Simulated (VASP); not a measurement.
```
NiO
1.0
    4.23816     2.11719     2.11719
    2.11719     4.23816     2.11719
    2.11719     2.11719     4.23816
Ni O
2 2
Direct
  0.00000   0.00000   0.00000
  0.50000   0.50000   0.50000
  0.25000   0.25000   0.25000
  0.75000   0.75000   0.75000
```
Starting moments (μB, in the order of the record's atoms Ni Ni O O): 1.4 -1.4 0.0 0.0.

Level of theory: RPBE GGA, VASP's PBE PAW potentials (set 64) (plane waves; VASP). Run with 520 eV cut-off, Gaussian smearing of 0.050 eV, potentials Ni O.

### Question
Give the spin-up energies of bands 6 to 19 at the high-symmetry points, in eV from the valence-band maximum.

### Answer

```
band      Γ      T     H2      L     S0      F
----  -----  -----  -----  -----  -----  -----
6     -2.03  -4.16  -5.01  -4.46  -4.92  -4.55
7     -2.03  -3.33  -4.34  -4.39  -4.42  -3.28
8     -2.01  -3.33  -4.17  -3.73  -4.19  -3.26
9     -1.76  -1.66  -1.35  -1.82  -1.34  -2.44
10    -1.76  -1.66  -1.26  -1.24  -1.22  -1.37
11    -1.65  -1.26  -1.17  -0.94  -1.18  -1.14
12    -1.41  -0.70  -0.87  -0.90  -0.88  -0.87
13    -1.41  -0.70  -0.55  -0.53  -0.57  -0.79
14    -0.51  -0.56  -0.36  -0.31  -0.39  -0.38
15    -0.51  -0.07  -0.21  -0.23  -0.21  -0.20
16    -0.27  -0.07  -0.13  -0.08  -0.13  -0.10
17     2.08   1.63   1.64   1.61   1.66   2.14
18     2.08   1.63   1.72   1.62   1.71   2.21
19     2.09   4.75   8.93   7.96   9.04   6.24
```

### Question
Give the spin-down energies of bands 6 to 19 at the high-symmetry points, in eV from the valence-band maximum.

### Answer

```csv
band,Γ,T,H2,L,S0,F
6,-2.03,-4.16,-5.01,-4.46,-4.92,-4.55
7,-2.03,-3.33,-4.34,-4.39,-4.42,-3.28
8,-2.01,-3.33,-4.17,-3.73,-4.19,-3.26
9,-1.76,-1.66,-1.35,-1.82,-1.34,-2.44
10,-1.76,-1.66,-1.26,-1.24,-1.22,-1.37
11,-1.65,-1.26,-1.17,-0.94,-1.18,-1.14
12,-1.41,-0.70,-0.87,-0.90,-0.88,-0.87
13,-1.41,-0.70,-0.55,-0.53,-0.57,-0.79
14,-0.51,-0.56,-0.36,-0.31,-0.39,-0.38
15,-0.51,-0.07,-0.21,-0.23,-0.21,-0.20
16,-0.27,-0.07,-0.13,-0.08,-0.13,-0.10
17,2.08,1.63,1.64,1.61,1.66,2.14
18,2.08,1.63,1.72,1.62,1.71,2.21
19,2.09,4.75,8.93,7.96,9.03,6.24
```

The gap is indirect, 1.31 eV, from the valence maximum at F-Γ at 0.55 to the conduction minimum at Γ-S0 at 0.73.

The compound is NiO in the rock salt, AFM-II order structure. It was relaxed first.
